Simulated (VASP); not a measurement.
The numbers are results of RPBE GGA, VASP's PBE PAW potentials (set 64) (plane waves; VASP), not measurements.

A VASP calculation is set up with these files.

INCAR:
```
SYSTEM = BN
PREC = Accurate
ENCUT = 520
EDIFF = 1E-7
NELM = 100
ALGO = Normal
LREAL = .FALSE.
LASPH = .TRUE.
ISMEAR = 0
SIGMA = 0.05
GGA = RP
LWAVE = .FALSE.
LCHARG = .FALSE.
ISIF = 4
IBRION = 2
NSW = 30
EDIFFG = -0.01
```

KPOINTS:
```
Automatic mesh
0
Gamma
10 10 3
0 0 0
```

### POSCAR
```
BN
1
    1.2621493629    -2.1861072211     0.0000000000
    1.2621493629     2.1861072211     0.0000000000
    0.0000000000     0.0000000000     9.0304040946
B N
2 2
Direct
  0.3333330000   0.6666670000   0.2500000000
  0.6666670000   0.3333330000   0.7500000000
  0.6666670000   0.3333330000   0.2500000000
  0.3333330000   0.6666670000   0.7500000000
```

POTCAR, in this order: B N (PBE.64 set). Program: vasp_std.

Without a dispersion term in the relaxation, distances and binding between the weakly bound layers, chains or molecules are unreliable, and so is what depends on them.

Q: Predict the energy per atom (σ→0).

A: 
| Property | Result |
|---|---|
| energy per atom (σ→0) | -8.459 eV/atom |

OSZICAR:
```
...
DAV:   8    -0.338361997027E+02    0.10043E+00   -0.37576E-01   852   0.450E+00    0.509E-01
DAV:   9    -0.338353118308E+02    0.88787E-03   -0.16960E-02   796   0.116E+00    0.194E-01
DAV:  10    -0.338370922371E+02   -0.17804E-02   -0.33430E-03   692   0.592E-01    0.532E-02
DAV:  11    -0.338369902443E+02    0.10199E-03   -0.55625E-04   768   0.264E-01    0.282E-02
DAV:  12    -0.338369855373E+02    0.47071E-05   -0.46187E-05   868   0.635E-02    0.654E-03
DAV:  13    -0.338369863794E+02   -0.84212E-06   -0.60383E-06   788   0.202E-02    0.286E-03
DAV:  14    -0.338369863112E+02    0.68217E-07   -0.40148E-07   808   0.599E-03
   1 F= -.33836986E+02 E0= -.33836986E+02  d E =-.338370E+02
```

The compound is BN in the hex structure. It was relaxed first, which changed the volume by +38 %.
